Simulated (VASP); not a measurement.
Input for VASP

File POSCAR:
```
BP
1.0
  0.0000000000   2.2853759767   2.2853759767
  2.2853759767   0.0000000000   2.2853759767
  2.2853759767   2.2853759767   0.0000000000
B P
1 1
Direct
  0.0000000000   0.0000000000   0.0000000000
  0.2500000000   0.2500000000   0.2500000000
```

INCAR:
```
SYSTEM = BP
PREC = Accurate
ENCUT = 520
EDIFF = 1E-6
NELM = 100
ALGO = Normal
LREAL = .FALSE.
LASPH = .TRUE.
ISMEAR = 0
SIGMA = 0.05
GGA = RP
LWAVE = .FALSE.
LCHARG = .FALSE.
IBRION = 2
ISIF = 3
NSW = 60
EDIFFG = -0.01
```

KPOINTS:
```
Automatic mesh
0
Gamma
9 9 9
0 0 0
```

POTCAR, in this order: B P (PBE.64 set). Program: vasp_std.

Task: Write an equivalent input for Quantum ESPRESSO's pw.x.

Result: One equivalent input (not run):
```
&CONTROL
  calculation = 'vc-relax'
  pseudo_dir = './pseudo'
  outdir = './out'
  tprnfor = .true.
  tstress = .true.
  nstep = 60
  forc_conv_thr = 0.00039
/
&SYSTEM
  ibrav = 0
  nat = 2
  ntyp = 2
  ecutwfc = 76
  occupations = 'smearing'
  smearing = 'gaussian'
  degauss = 0.003675
  input_dft = 'rpbe'
/
&ELECTRONS
  conv_thr = 7.3e-08
  electron_maxstep = 100
/
&IONS
/
&CELL
/
ATOMIC_SPECIES
  B 10.810 B.upf
  P 30.974 P.upf
CELL_PARAMETERS angstrom
     0.0000000    2.2853760    2.2853760
     2.2853760    0.0000000    2.2853760
     2.2853760    2.2853760   -0.0000000
ATOMIC_POSITIONS crystal
  B    0.0000000  0.0000000  0.0000000
  P    0.2500000  0.2500000  0.2500000
K_POINTS automatic
  9 9 9 0 0 0
```
What does not carry over: the potentials are each code's own (VASP's PAW set, PseudoDojo norm-conserving files in pw.x), so ENCUT and ecutwfc are chosen apart and not converted; conv_thr bounds pw.x's estimated SCF error, while EDIFF bounds the energy change between steps; forc_conv_thr acts on force components and is met together with etot_conv_thr.

The compound is BP in the zinc blende structure. It was relaxed first. The start is the result of an earlier pass.
